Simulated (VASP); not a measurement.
Output of a VASP run:

File OSZICAR:
```
       N       E                     dE             d eps       ncg     rms          rms(c)
DAV:   1     0.723322764570E+03    0.72332E+03   -0.30589E+04   112   0.198E+03
DAV:   2     0.673830260954E+02   -0.65594E+03   -0.64614E+03   104   0.527E+02
DAV:   3    -0.361394805230E+02   -0.10352E+03   -0.10217E+03   124   0.174E+02
DAV:   4    -0.457134032285E+02   -0.95739E+01   -0.95208E+01   152   0.448E+01
DAV:   5    -0.463050343270E+02   -0.59163E+00   -0.59005E+00   168   0.819E+00    0.374E+01
DAV:   6    -0.409645062726E+02    0.53405E+01   -0.24248E+01   136   0.240E+01    0.144E+01
DAV:   7    -0.406340040654E+02    0.33050E+00   -0.43858E+00   132   0.111E+01    0.127E+01
DAV:   8    -0.405322835370E+02    0.10172E+00   -0.11705E+00   144   0.472E+00    0.458E+00
DAV:   9    -0.405354433781E+02   -0.31598E-02   -0.52067E-01   124   0.420E+00    0.113E+00
DAV:  10    -0.405051386470E+02    0.30305E-01   -0.13679E-01   132   0.178E+00    0.315E-01
DAV:  11    -0.405055643120E+02   -0.42566E-03   -0.58179E-03   136   0.281E-01    0.254E-01
DAV:  12    -0.405056844061E+02   -0.12009E-03   -0.30669E-03   144   0.221E-01    0.153E-01
DAV:  13    -0.405054726771E+02    0.21173E-03   -0.88412E-04   136   0.138E-01    0.735E-02
DAV:  14    -0.405054727232E+02   -0.46099E-07   -0.47294E-05   120   0.226E-02    0.134E-02
DAV:  15    -0.405054715861E+02    0.11371E-05   -0.66309E-06    96   0.908E-03    0.758E-03
DAV:  16    -0.405054716148E+02   -0.28687E-07   -0.30401E-06    80   0.763E-03
   1 F= -.40505472E+02 E0= -.40459010E+02  d E =-.929231E-01
```

File OUTCAR:
```
------------------------ aborting loop because EDIFF is reached ----------------------------------------
  FORCE on cell =-STRESS in cart. coord.  units (eV):
  Direction    XX          YY          ZZ          XY          YZ          ZX
  --------------------------------------------------------------------------------------
  Total       -3.9928048     -3.9928048    -11.1771294      0.0000000     -0.0000000     -0.0000000
  in kB      -50.6941185    -50.6941185   -141.9089454      0.0000000     -0.0000000     -0.0000000
  external PRESSURE =     -81.0990608 kB  Pullay stress =       0.0000000 kB
  volume of cell :      126.19
      direct lattice vectors                 reciprocal lattice vectors
    -3.392924000  3.392924000  2.740456000     0.000000000  0.147365517  0.182451388
     3.392924000 -3.392924000  2.740456000     0.147365517  0.000000000  0.182451388
     3.392924000  3.392924000 -2.740456000     0.147365517  0.147365517  0.000000000
 POSITION                                       TOTAL-FORCE (eV/Angst)
 -----------------------------------------------------------------------------------
      0.00000      0.00000      0.00000        -0.000000      0.000000      0.000000
      0.00000      3.39292      1.37023        -0.000000      0.000000      0.000000
      3.39292      0.00000      1.37023        -0.000000      0.000000      0.000000
      1.33349     -1.33349      2.74046        -0.957900      0.957900     -0.000000
     -1.33349      1.33349      2.74046         0.957900     -0.957900     -0.000000
      1.33349      1.33349      2.74046        -0.957900     -0.957900     -0.000000
      2.05944      2.05944     -0.00000         0.957900      0.957900      0.000000
 -----------------------------------------------------------------------------------
    total drift:                               -0.000000     -0.000000      0.000000
  FREE ENERGIE OF THE ION-ELECTRON SYSTEM (eV)
  ---------------------------------------------------
  free  energy   TOTEN  =       -40.5054716148 eV

  energy  without entropy=      -40.4125484874  energy(sigma->0) =      -40.45901005
```
(Selected blocks of OUTCAR.)

File POSCAR:
```
Y(TiGa2)2
1
   -3.3929240000     3.3929240000     2.7404560000
    3.3929240000    -3.3929240000     2.7404560000
    3.3929240000     3.3929240000    -2.7404560000
Y Ti Ga
1 2 4
Direct
  0.0000000000   0.0000000000   0.0000000000
  0.7500000000   0.2500000000   0.5000000000
  0.2500000000   0.7500000000   0.5000000000
  0.3034900000   0.6965100000   0.0000000000
  0.6965100000   0.3034900000   0.0000000000
  0.6965100000   0.6965100000   0.3930200000
  0.3034900000   0.3034900000   0.6069800000
```

Task: Write an INCAR and KPOINTS that could have produced this output.

Result: This is not unique; one that fits is the input of the run itself, PBEsol GGA, plane waves, VASP's PBE PAW potentials (set 64).

File KPOINTS:
```
Automatic mesh
0
Gamma
1 1 1
0 0 0
```

INCAR:
```
SIGMA = 0.136   ! width (eV)
LWAVE = F
ISMEAR = 0   ! Gaussian
NELM = 100
ENCUT = 300   ! plane-wave cut-off (eV)
PREC = Accurate
LMAXMIX = 4   ! l cut-off of mixed one-centre charges
LREAL = F
ALGO = Normal
EDIFF = 1E-6
LCHARG = F
SYSTEM = Y(TiGa2)2
ISIF = 2   ! forces and stress, cell fixed
GGA = PS
LASPH = T   ! aspherical one-centre terms
```

POTCAR, in this order: Y_sv Ti_sv Ga_d (PBE.64 set). Program: vasp_std.

At this cut-off the stress carries a Pulay error, which pulls relaxed volumes low.

The structure comes from a computed database's Ga4Ti2Y entry (I4/mmm); how it stands against other phases isn't given here. The cell was not relaxed at this level. The k-mesh is coarse (spacing up to 1.47 per Å, 2π included), so the numbers may not be converged in it. The run is one of a series of settings (KPOINTS 1×1×1 Γ-centred mesh against the base run), some of them coarse on purpose. The electron count is odd and the run is not spin-polarised, which forces a metal.
